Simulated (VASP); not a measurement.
SnTe:

```
CELL_PARAMETERS angstrom
0.00000 3.15085 3.15085
3.15085 0.00000 3.15085
3.15085 3.15085 0.00000
ATOMIC_POSITIONS crystal
Sn 0.00000 0.00000 0.00000
Te 0.50000 0.50000 0.50000
```

Base run:

```yaml
Program: VASP 6.6.1
Functional: PBE
Potentials_or_basis: VASP PAW PBE potentials, release 64 (Sn_d, Te)
Cutoff: 520 eV
k_mesh: 6 × 6 × 6
Occupations: gaussian, width 0.03 eV
Spin: no spin polarisation
```

Its results: band gap on the k mesh 0.10 eV, direct; pressure 2.2 GPa.

Task: The run is repeated on the same cell with these changes: functional from PBE to PBEsol. What comes out?

Result: Band gap on the k mesh 0.14 eV, direct; pressure -0.4 GPa.

PBEsol binds more tightly than PBE, so the same cell stands under less pressure.

Caveats: spin-orbit coupling is left out, which moves the levels of the heavy elements; the PAW data sets were made with another functional, which shifts forces and pressure a little (some runs).

A k mesh can miss the band edges.

Not every run made on this cell is shown here.
